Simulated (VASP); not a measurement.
Data:

```
CELL_PARAMETERS angstrom
      0.00000     2.75216     2.75216
      2.75216     0.00000     2.75216
      2.75216     2.75216     0.00000
ATOMIC_POSITIONS crystal
  Li 0.00000 0.00000 0.00000
  Br 0.50000 0.50000 0.50000
```

The numbers are results of PBE GGA, VASP's PBE PAW potentials (set 64) (plane waves; VASP 6.6.1), not measurements. Run with 520 eV cut-off, 11×11×11 Γ-centred mesh, Gaussian smearing of 0.010 eV, potentials Li_sv Br.

Q: What does the run give for the energy per atom (σ→0)?

A: 
```
Property                        Value
---------------------  --------------
energy per atom (σ→0)  -3.322 eV/atom
```

Total energies compare only between runs with the same potentials, cut-off and functional.

The compound is LiBr in the rock salt structure. It was relaxed first.
